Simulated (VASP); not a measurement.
All values below come from PBEsol GGA, VASP's PBE PAW potentials (set 64) (plane waves; VASP 6.6.1).

VASP ran on this input.

**POSCAR**
```
MgB2
1
    1.5358125380    -2.6601048580    -0.0000000000
    1.5358125380     2.6601048580    -0.0000000000
   -0.0000000000    -0.0000000000     3.4733760210
Mg B
1 2
Direct
  0.0000000000   0.0000000000   0.0000000000
  0.3333330000   0.6666670000   0.5000000000
  0.6666670000   0.3333330000   0.5000000000
```

**INCAR**
```
NELM = 100   # most electronic steps
LWAVE = .FALSE.
IBRION = 2   # conjugate gradients
ENCUT = 520   # plane-wave cut-off (eV)
ISMEAR = 1
ALGO = Normal
EDIFF = 1E-6
GGA = PS   # PBEsol
LREAL = .FALSE.   # projection in real space or not
LCHARG = .FALSE.
SIGMA = 0.1   # width (eV)
PREC = Accurate
NSW = 60   # most ionic steps
ISIF = 3   # ions, shape and volume
SYSTEM = MgB2
LASPH = .TRUE.   # aspherical one-centre terms
EDIFFG = -0.02   # ionic stop
```

### KPOINTS
```
Automatic mesh
0
Gamma
10 10 8
0 0 0
```

POTCAR, in this order: Mg B (PBE.64 set). Program: vasp_std.

What VASP printed:

File OSZICAR:
```
       N       E                     dE             d eps       ncg     rms          rms(c)
DAV:   1     0.471495159549E+01    0.47150E+01   -0.40543E+03  1192   0.849E+02
DAV:   2    -0.174946289396E+02   -0.22210E+02   -0.20811E+02  1672   0.111E+02
DAV:   3    -0.178078563696E+02   -0.31323E+00   -0.30591E+00  1480   0.153E+01
DAV:   4    -0.178085857619E+02   -0.72939E-03   -0.72939E-03  1672   0.567E-01
DAV:   5    -0.178085869734E+02   -0.12115E-05   -0.12110E-05  1544   0.111E-02    0.518E+00
DAV:   6    -0.164724018567E+02    0.13362E+01   -0.22107E+00  1240   0.811E+00    0.250E+00
DAV:   7    -0.162264041885E+02    0.24600E+00   -0.11641E+00  1336   0.580E+00    0.716E-01
DAV:   8    -0.162251263502E+02    0.12778E-02   -0.65532E-02  1200   0.179E+00    0.276E-01
DAV:   9    -0.162207119895E+02    0.44144E-02   -0.13879E-02  1216   0.647E-01    0.494E-02
DAV:  10    -0.162206928895E+02    0.19100E-04   -0.11046E-03  1544   0.208E-01    0.265E-02
DAV:  11    -0.162206582851E+02    0.34604E-04   -0.15619E-04  1216   0.764E-02    0.178E-03
DAV:  12    -0.162206584141E+02   -0.12896E-06   -0.14264E-06  1416   0.111E-02
   1 F= -.16220658E+02 E0= -.16220847E+02  d E =-.162207E+02
```

File OUTCAR:
```
------------------------ aborting loop because EDIFF is reached ----------------------------------------
  FORCE on cell =-STRESS in cart. coord.  units (eV):
  Direction    XX          YY          ZZ          XY          YZ          ZX
  --------------------------------------------------------------------------------------
  Total       -0.0046838     -0.0046838      0.0523203     -0.0000000     -0.0000000      0.0000000
  in kB       -0.2644148     -0.2644147      2.9536680     -0.0000000     -0.0000000      0.0000000
  external PRESSURE =       0.8082795 kB  Pullay stress =       0.0000000 kB
  volume of cell :       28.38
      direct lattice vectors                 reciprocal lattice vectors
     1.535812538 -2.660104858  0.000000000     0.325560567 -0.187962515  0.000000000
     1.535812538  2.660104858  0.000000000     0.325560567  0.187962515  0.000000000
     0.000000000  0.000000000  3.473376021     0.000000000  0.000000000  0.287904331
 POSITION                                       TOTAL-FORCE (eV/Angst)
 -----------------------------------------------------------------------------------
      0.00000      0.00000      0.00000         0.000000      0.000000      0.000000
      1.53581      0.88670      1.73669        -0.000000      0.000000      0.000000
      1.53581     -0.88670      1.73669         0.000000     -0.000000      0.000000
 -----------------------------------------------------------------------------------
    total drift:                                0.000000     -0.000000      0.000000
  FREE ENERGIE OF THE ION-ELECTRON SYSTEM (eV)
  ---------------------------------------------------
  free  energy   TOTEN  =       -16.2206584141 eV

  energy  without entropy=      -16.2212245719  energy(sigma->0) =      -16.22084713

 reached required accuracy - stopping structural energy minimisation
```
(Selected blocks of OUTCAR.)

The compound is MgB2 in the AlB2 type structure. It was relaxed first. The start is the result of an earlier pass.
